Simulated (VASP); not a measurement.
Here is the system:

```yaml
crystal:
  lattice:
    - [5.78912, 0.00000, 0.00000]
    - [0.00000, 5.78912, 0.00000]
    - [0.00000, 0.00000, 5.78912]
  atoms:
    - { symbol: Cs, position: [0.00000, 0.00000, 0.00000] }
    - { symbol: Pb, position: [0.50000, 0.50000, 0.50000] }
    - { symbol: Cl, position: [0.50000, 0.00000, 0.50000] }
    - { symbol: Cl, position: [0.00000, 0.50000, 0.50000] }
    - { symbol: Cl, position: [0.50000, 0.50000, 0.00000] }
```

Method: vdW-DF2, VASP's PBE PAW potentials (set 64) (plane waves; VASP). Settings: 520 eV cut-off, Gaussian smearing of 0.050 eV, potentials Cs_sv Pb_d Cl.

Unless said otherwise, spin-orbit coupling is left out, though it shifts the bands of the heavy elements here.

Question: Give the energies of bands 13 to 25 at the high-symmetry points, in eV from the valence-band maximum.

Answer: 
```
band      Γ      X      M      R
----  -----  -----  -----  -----
13    -6.37  -7.04  -7.49  -7.55
14    -3.64  -3.57  -3.45  -2.39
15    -3.64  -3.57  -2.57  -2.39
16    -3.64  -2.37  -2.07  -2.39
17    -1.86  -1.97  -2.07  -2.03
18    -1.86  -1.96  -2.03  -2.03
19    -1.86  -1.96  -2.02  -1.50
20    -1.79  -1.87  -2.02  -1.50
21    -1.79  -1.87  -1.51  -1.50
22    -1.79  -1.27  -0.62   0.00
23     3.45   3.26   2.87   2.38
24     4.63   4.80   2.87   2.38
25     4.63   5.42   5.06   2.38
```

The gap is direct, 2.38 eV, from the valence maximum at R to the conduction minimum at R.

The compound is CsPbCl3 in the cubic perovskite structure, the ideal cubic form; the compound distorts at low or room temperature. It was relaxed first, which changed the volume by +10 %.
